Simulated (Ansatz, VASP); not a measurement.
# SiO2: VASP beside Ansatz, part 2 of 2

One calculation is typed for both programs; each brings its own data sets. How far apart do they land? The cell is taken from a series of runs on this material, whose earlier steps may have relaxed, scaled, displaced or heated it; both programs get it as it stands.

VASP 6.6.1 and Ansatz 0.2.0.

So far. Step 3 (VASP: single point, r2SCAN): The run ends at a pressure of 1.99 GPa, with forces up to 0.022 eV/Å.

### 6. VASP: single point, r2SCAN with rVV10

Level of this step: r2SCAN with rVV10; plane waves and PAW (Si, O) (VASP).

The same cell, functional and mesh now go to VASP, with its own data sets.

INCAR

```
SYSTEM = SiO2
PREC = Accurate
ENCUT = 580
EDIFF = 1E-06
NELM = 120
ISMEAR = 0
SIGMA = 0.01
LREAL = .FALSE.
ALGO = Normal
METAGGA = R2SCAN
LUSE_VDW = .TRUE.
IVDW_NL = 2
BPARAM = 11.95
CPARAM = 0.0093
LASPH = .TRUE.
NBANDS = 33
LORBIT = 11
LWAVE = .FALSE.
LCHARG = .FALSE.
ISIF = 2
GGA_COMPAT = .FALSE.
EFERMI = MIDGAP
LMIXTAU = .TRUE.
KPAR = 2
```

POSCAR

```
SiO2
1.0
    4.8499145575      0.0000000000      0.0000000000
   -2.4249572788      4.2001492129      0.0000000000
    0.0000000000      0.0000000000      5.3353045531
Si O
3 6
Direct
    0.4620748546      0.0000000000      0.6666666667
    0.0000000000      0.4620748546      0.3333333333
    0.5379251454      0.5379251454      0.0000000000
    0.4096776002      0.2800775749      0.7754150395
    0.7199224251      0.1296000253      0.4420817062
    0.8703999747      0.5903223998      0.1087483729
    0.2800775749      0.4096776002      0.2245849605
    0.1296000253      0.7199224251      0.5579182938
    0.5903223998      0.8703999747      0.8912516271
```

KPOINTS

```
Automatic mesh
0
Gamma
6 6 4
0 0 0
```

The projector-augmented-wave data sets are Si and O (PBE family, release 64).

Run with:

```sh
mpirun -np 2 vasp_std
```

Numbers of over 12 decimals in the logs are rounded to 6 here.

The program printed:

```text
[banner, memory and clock lines left out]
running    2 mpi-ranks, on    1 nodes
[...]
|                                                                             |
|               ----> ADVICE to this user running VASP <----                  |
|                                                                             |
|     You have switched on vdW-DFT.                                           |
|     This routine was written and supplied by Jiri Klimes. We recommend      |
|     that you carefully read and cite the following publications:            |
|       J. Klimes, D.R. Bowler, A. Michelides                                 |
|          J. Phys.: Cond Matt. 22 022201 (2010)                              |
|       J. Klimes, D.R. Bowler, A. Michelides                                 |
|          Phys. Rev. B. 83, 195131 (2011)                                    |
|     and references therein.                                                 |
|                                                                             |

[...]
Total rVV10 correction in eV:      1.4437595    52.1207609
Total rVV10 correction in eV:      1.4437595    52.1207609
DAV:  16    -0.879634550913E+02   -0.61694E-03   -0.15333E-04  1741   0.116E-01    0.345E-02
Total rVV10 correction in eV:      1.4436664    52.1207609
Total rVV10 correction in eV:      1.4436664    52.1207609
DAV:  17    -0.879637109274E+02   -0.25584E-03   -0.78127E-05  1861   0.661E-02    0.154E-02
Total rVV10 correction in eV:      1.4437212    52.1207609
Total rVV10 correction in eV:      1.4437212    52.1207609
DAV:  18    -0.879637360821E+02   -0.25155E-04   -0.64392E-05  1710   0.607E-02    0.114E-02
Total rVV10 correction in eV:      1.4436305    52.1207609
Total rVV10 correction in eV:      1.4436305    52.1207609
DAV:  19    -0.879637772109E+02   -0.41129E-04   -0.16291E-05  1671   0.350E-02    0.490E-03
Total rVV10 correction in eV:      1.4436301    52.1207609
Total rVV10 correction in eV:      1.4436301    52.1207609
DAV:  20    -0.879637764333E+02    0.77758E-06   -0.75318E-07  1439   0.673E-03
Total rVV10 correction in eV:      1.4436145    52.1207609
Total rVV10 correction in eV:      1.4436145    52.1207609
Total rVV10 correction in eV:      1.4436263    52.1207609
Total rVV10 correction in eV:      1.4436263    52.1207609
   1 F= -.87963776E+02 E0= -.87963776E+02  d E =0.000000E+00
```

Parts of OUTCAR (step 6):

```text
  Total        0.7400699      0.7400699      1.1248173     -0.0000000     -0.0000000      0.0000000
  in kB       10.9100135     10.9100135     16.5819093     -0.0000000     -0.0000000      0.0000000
  external PRESSURE =      12.8006455 kB  Pullay stress =       0.0000000 kB

 POSITION                                       TOTAL-FORCE (eV/Angst)
 -----------------------------------------------------------------------------------
      2.24102      0.00000      3.55687        -0.024053     -0.000000      0.000000
     -1.12051      1.94078      1.77843         0.012026     -0.020830      0.000000
      1.30445      2.25937      0.00000         0.012026      0.020830      0.000000
      1.30773      1.17637      4.13708        -0.030384      0.010157     -0.022125
      3.17729      0.54434      2.35864         0.006396     -0.031392     -0.022125
      2.78986      2.47944      0.58021         0.023988      0.021235     -0.022125
      0.36490      1.72071      1.19823         0.023988     -0.021235      0.022125
     -1.11723      3.02378      2.97666        -0.030384     -0.010157      0.022125
      0.75233      3.65581      4.75510         0.006396      0.031392      0.022125
 -----------------------------------------------------------------------------------
    total drift:                               -0.000000     -0.000000      0.000000

  FREE ENERGIE OF THE ION-ELECTRON SYSTEM (eV)
  ---------------------------------------------------
  free  energy   TOTEN  =       -87.9637764333 eV

  energy  without entropy=      -87.9637764333  energy(sigma->0) =      -87.96377643

[... 2 parts as in an earlier step ...]

[... 1 further part left out ...]
[key lines of the parts left out:]
E-fermi :   4.2914
```

The run ends at a pressure of 1.28 GPa, with forces up to 0.039 eV/Å.

### 7. Differences

The two programs side by side:

| quantity | Ansatz | VASP | difference |
| --- | --- | --- | --- |
| gap on the k mesh (eV) | 6.662 | 6.664 | -0.002 |

A gap on the mesh is an upper bound, since the band edges may lie between its points.

### 8. VASP: single point, r2SCAN with D4

A single point gives forces, pressure and levels at one fixed geometry, so differences don't come from the geometry; what else differs is listed under the comparison.

Edit INCAR of step 6 so:

```diff
@@ -10,6 +10,7 @@
 METAGGA = R2SCAN
-LUSE_VDW = .TRUE.
-IVDW_NL = 2
-BPARAM = 11.95
-CPARAM = 0.0093
+IVDW = 13
+VDW_S6 = 1
+VDW_S8 = 0.6018749
+VDW_A1 = 0.51559235
+VDW_A2 = 5.77342911
 LASPH = .TRUE.
```

POSCAR is that of step 6.

KPOINTS is that of step 6.

Run with:

```sh
mpirun -np 2 vasp_std
```

The program printed:

```text
[banner, memory and clock lines left out]
running    2 mpi-ranks, on    1 nodes
[...]
[... a notice as in an earlier step ...]

 LDA part: xc-table for (None), standard interpolation
 POSCAR, INCAR and KPOINTS ok, starting setup
[...]
entering main loop
       N       E                     dE             d eps       ncg     rms          rms(c)
[... 20 cycles as in an earlier step ...]
   1 F= -.90071280E+02 E0= -.90071280E+02  d E =0.000000E+00
```

OUTCAR, selected parts (step 8):

```text
  Edisp (eV):   -0.66150

  Total       0.62429     0.62429     1.00230    -0.00000    -0.00000     0.00000
  in kB       9.20315     9.20315    14.77575    -0.00000    -0.00000     0.00000
  external pressure =       11.06 kB  Pullay stress =        0.00 kB

 POSITION                                       TOTAL-FORCE (eV/Angst)
 -----------------------------------------------------------------------------------
      2.24102      0.00000      3.55687        -0.024899     -0.000000      0.000000
     -1.12051      1.94078      1.77843         0.012450     -0.021564      0.000000
      1.30445      2.25937      0.00000         0.012450      0.021564      0.000000
      1.30773      1.17637      4.13708         0.004417      0.004447      0.001215
      3.17729      0.54434      2.35864        -0.006060      0.001602      0.001215
      2.78986      2.47944      0.58021         0.001643     -0.006049      0.001215
      0.36490      1.72071      1.19823         0.001643      0.006049     -0.001215
     -1.11723      3.02378      2.97666         0.004417     -0.004447     -0.001215
      0.75233      3.65581      4.75510        -0.006060     -0.001602     -0.001215
 -----------------------------------------------------------------------------------
    total drift:                               -0.000000     -0.000000      0.000000

  FREE ENERGIE OF THE ION-ELECTRON SYSTEM (eV)
  ---------------------------------------------------
  free  energy   TOTEN  =       -90.0712798885 eV

  energy  without entropy=      -90.0712798885  energy(sigma->0) =      -90.07127989

[... 2 parts as in an earlier step ...]

[... 1 further part left out ...]
[key lines of the parts left out:]
E-fermi :   4.3461
```

The run ends at a pressure of 1.11 GPa, with forces up to 0.025 eV/Å.

### 9. Ansatz: single point, r2SCAN with D4

The same cell, functional and mesh now go to Ansatz.

The cell is taken from a series of runs on this material, whose earlier steps may have relaxed, scaled, displaced or heated it; both programs get it as it stands.

input.yaml

```yaml
crystal:
  lattice:
    - [4.8499145575, 0.0, 0.0]
    - [-2.4249572788, 4.2001492129, 0.0]
    - [0.0, 0.0, 5.3353045531]
  atoms:
    - { symbol: Si, position: [0.4620748546, 0.0, 0.6666666667] }
    - { symbol: Si, position: [0.0, 0.4620748546, 0.3333333333] }
    - { symbol: Si, position: [0.5379251454, 0.5379251454, 0.0] }
    - { symbol: O, position: [0.4096776002, 0.2800775749, 0.7754150395] }
    - { symbol: O, position: [0.7199224251, 0.1296000253, 0.4420817062] }
    - { symbol: O, position: [0.8703999747, 0.5903223998, 0.1087483729] }
    - { symbol: O, position: [0.2800775749, 0.4096776002, 0.2245849605] }
    - { symbol: O, position: [0.1296000253, 0.7199224251, 0.5579182938] }
    - { symbol: O, position: [0.5903223998, 0.8703999747, 0.8912516271] }
kpoints:
  mp_grid: { grid: [6, 6, 4] }
hamiltonian:
  xc: r2scan
  dispersion: d4
scf:
  occupations: { method: fixed }
  n_extra_bands: 7
  lower_state_search: "off"
  convergence: { dr2_threshold: 1.0e-09 }
output:
  eigenvalues: true
basis:
  ecutwfc: 650
```

Run with:

```sh
ansatz run input.yaml --threads 24 --pin off --max-ram 27648MiB --backend cpu --events-out ev --progress --plain --runs-dir out
```

The program printed:

```text
[...]
Crystal: 9 atoms, lattice volume = 108.682 Å³
Basis set: ecut = 650 eV, 4049 PW (Γ), exchange–correlation on 180×180×180 points (64 copies of the dense FFT grid, shifted against one another)
Bands: 31, of which v1, the nominal top of the filled ones, is band 24 counted from 1 (23 counted from 0)
Symmetry: 6 space group operations
[...]
k-points: 24 of 144 (time reversal used)
[...]
SCF iter   1: F=-5340.925723 eV  HF=-5340.699150 eV  |F-HF|=2.27e-1  |Δ(HF+E_count)|=         —  Δρ=7.59e-3  dr2=5.84e-2  dr2_τ=7.96e-1  ethr=1.77e-3  ⟨swp⟩=5.0  Hψ=3543  notcnv=0  defer=103
[...]
SCF iter   8: F=-5340.950452 eV  HF=-5340.950452 eV  |F-HF|=6.55e-11  |Δ(HF+E_count)|=   4.90e-9  Δρ=4.59e-7  dr2=2.03e-10  dr2_τ=2.09e-11  ethr=2.08e-12  ⟨swp⟩=10.6  Hψ=3555  notcnv=0
SCF 1 converged in 8 iterations: F = -5340.950452 eV  dr2 = 2.03e-10
[...]
SCF converged after 8 iterations
Free energy (F): -5340.950452 eV
[...]
Internal energy: -5340.950452 eV  (E = F + TS)
E sigma→0 (E₀):  -5340.950452 eV
Fermi energy:    2.468641 eV
[...]
--- Band table (eV; the first three rows and the last of 24) ---
[... rows of the band table ...]
```

### 10. Differences

The two programs side by side:

| quantity | Ansatz | VASP | difference |
| --- | --- | --- | --- |
| gap on the k mesh (eV) | 6.755 | 6.759 | -0.004 |

A gap on the mesh is an upper bound, since the band edges may lie between its points.

### 11. Summary of results

```yaml
difference_in_gap_on_the_k_mesh_single_point_r2scan: -0.0040 eV
difference_in_gap_on_the_k_mesh_single_point_r2scan_with_rvv10: -0.0015 eV
difference_in_gap_on_the_k_mesh_single_point_r2scan_with_d4: -0.0040 eV
```

The difference in gap on the k mesh is -0.0040 eV (single point, r2SCAN), within the 0.08 eV picked in this series as the mark of a large difference. 5 further runs of this series are not shown here. How closely two codes agree says nothing of how well the functional describes the real material.

[Lines on the potential files, build, host, timing and source positions are cut from VASP's logs without a mark.]

[Logs are printed without paths, hosts, clocks, repeated set-up lines and the standing remarks that a program may print on its own settings, such as how far it seeks lower states.]

[Hosts, paths, dates, database ids (printed as entryN), source tags and the programs' standing remarks are cut or masked in the printed files.]
